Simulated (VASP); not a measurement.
Output of a VASP run:

### OSZICAR
```
       N       E                     dE             d eps       ncg     rms          rms(c)
DAV:   1     0.651068109864E+03    0.65107E+03   -0.26418E+04  1634   0.261E+03
DAV:   2     0.483985806463E+02   -0.60267E+03   -0.58343E+03  1740   0.674E+02
DAV:   3    -0.392927882428E+02   -0.87691E+02   -0.86790E+02  1684   0.221E+02
DAV:   4    -0.435984954559E+02   -0.43057E+01   -0.42869E+01  1784   0.533E+01
DAV:   5    -0.437331797261E+02   -0.13468E+00   -0.13463E+00  1878   0.960E+00    0.147E+01
DAV:   6    -0.383764523584E+02    0.53567E+01   -0.21131E+01  2326   0.688E+01    0.570E+00
DAV:   7    -0.384441576714E+02   -0.67705E-01   -0.18011E+00  1663   0.795E+00    0.322E+00
DAV:   8    -0.384164083999E+02    0.27749E-01   -0.27940E-01  2076   0.491E+00    0.728E-01
DAV:   9    -0.384030371768E+02    0.13371E-01   -0.75617E-02  2339   0.378E+00    0.147E-01
DAV:  10    -0.384037362178E+02   -0.69904E-03   -0.54168E-03  2037   0.680E-01    0.427E-02
DAV:  11    -0.384038129546E+02   -0.76737E-04   -0.22387E-04  2194   0.139E-01    0.188E-02
DAV:  12    -0.384038171755E+02   -0.42209E-05   -0.12483E-05  1919   0.323E-02    0.118E-02
DAV:  13    -0.384038152027E+02    0.19728E-05   -0.13566E-05  1872   0.457E-02    0.314E-03
DAV:  14    -0.384038155256E+02   -0.32287E-06   -0.91499E-07  1103   0.966E-03
   1 F= -.38403816E+02 E0= -.38403816E+02  d E =-.384038E+02
       N       E                     dE             d eps       ncg     rms          rms(c)
DAV:   1    -0.384054875217E+02   -0.16723E-02   -0.71397E-02  1642   0.208E+00    0.227E-01
DAV:   2    -0.384046932916E+02    0.79423E-03   -0.32210E-03  1931   0.665E-01    0.132E-01
DAV:   3    -0.384041848373E+02    0.50845E-03   -0.76861E-04  2260   0.368E-01    0.187E-02
DAV:   4    -0.384041953984E+02   -0.10561E-04   -0.17427E-04  1630   0.964E-02    0.877E-03
DAV:   5    -0.384041944718E+02    0.92662E-06   -0.47271E-06  1625   0.266E-02
   2 F= -.38404194E+02 E0= -.38404194E+02  d E =-.378946E-03
```

File OUTCAR:
```
------------------------ aborting loop because EDIFF is reached ----------------------------------------
  FORCE on cell =-STRESS in cart. coord.  units (eV):
  Direction    XX          YY          ZZ          XY          YZ          ZX
  --------------------------------------------------------------------------------------
  Total        0.0519929      0.0519929     -0.0255088      0.0000000      0.0000000      0.0000000
  in kB        1.1352929      1.1352929     -0.5569991      0.0000000      0.0000000      0.0000000
  external PRESSURE =       0.5711956 kB  Pullay stress =       0.0000000 kB
  volume of cell :       73.37
      direct lattice vectors                 reciprocal lattice vectors
     4.778143073  0.000000000  0.000000000     0.209286324 -0.000000000  0.000000000
     0.000000000  4.778143073  0.000000000     0.000000000  0.209286324  0.000000000
     0.000000000  0.000000000  3.213870362     0.000000000  0.000000000  0.311151318
 POSITION                                       TOTAL-FORCE (eV/Angst)
 -----------------------------------------------------------------------------------
      0.00000      0.00000      0.00000         0.000000      0.000000      0.000000
      2.38907      2.38907      1.60694         0.000000      0.000000      0.000000
      1.46419      1.46419      3.21387        -0.004821     -0.004821      0.000000
      3.85326      0.92488      1.60694        -0.004821      0.004821      0.000000
      0.92488      3.85326      1.60694         0.004821     -0.004821      0.000000
      3.31395      3.31395      0.00000         0.004821      0.004821     -0.000000
 -----------------------------------------------------------------------------------
    total drift:                               -0.000000      0.000000      0.000000
  FREE ENERGIE OF THE ION-ELECTRON SYSTEM (eV)
  ---------------------------------------------------
  free  energy   TOTEN  =       -38.4041944718 eV

  energy  without entropy=      -38.4041944718  energy(sigma->0) =      -38.40419447

 reached required accuracy - stopping structural energy minimisation
```
(Selected blocks of OUTCAR.)

**POSCAR**
```
SnO2
1
    4.7733788659    -0.0000000000     0.0000000000
   -0.0000000000     4.7733788659     0.0000000000
    0.0000000000     0.0000000000     3.2193506850
Sn O
2 4
Direct
  0.0000000000   0.0000000000   0.0000000000
  0.5000000000   0.5000000000   0.5000000000
  0.3064345582   0.3064345582   0.0000000000
  0.8064345582   0.1935654418   0.5000000000
  0.1935654418   0.8064345582   0.5000000000
  0.6935654418   0.6935654418   0.0000000000
```

### Question
Reconstruct the remaining input files.

### Answer
One answer among several that fit: the input of the run itself, AM05 GGA, plane waves, VASP's PBE PAW potentials (set 64).

### KPOINTS
```
Automatic mesh
0
Gamma
4 4 6
0 0 0
```

**INCAR**
```
ALGO = Normal
EDIFF = 1E-6
EDIFFG = -0.02
ENCUT = 520
GGA = AM
IBRION = 2
ISIF = 3
ISMEAR = 0
LASPH = .True.
LCHARG = .False.
LMAXMIX = 4
LREAL = .False.
LWAVE = .False.
NELM = 100
NSW = 60
PREC = Accurate
SIGMA = 0.05
SYSTEM = SnO2
```

POTCAR, in this order: Sn_d O (PBE.64 set). Program: vasp_std.

The compound is SnO2 in the rutile structure. This run relaxes it. Symmetry was kept, so distortions that lower it aren't found. The start is the result of an earlier pass.
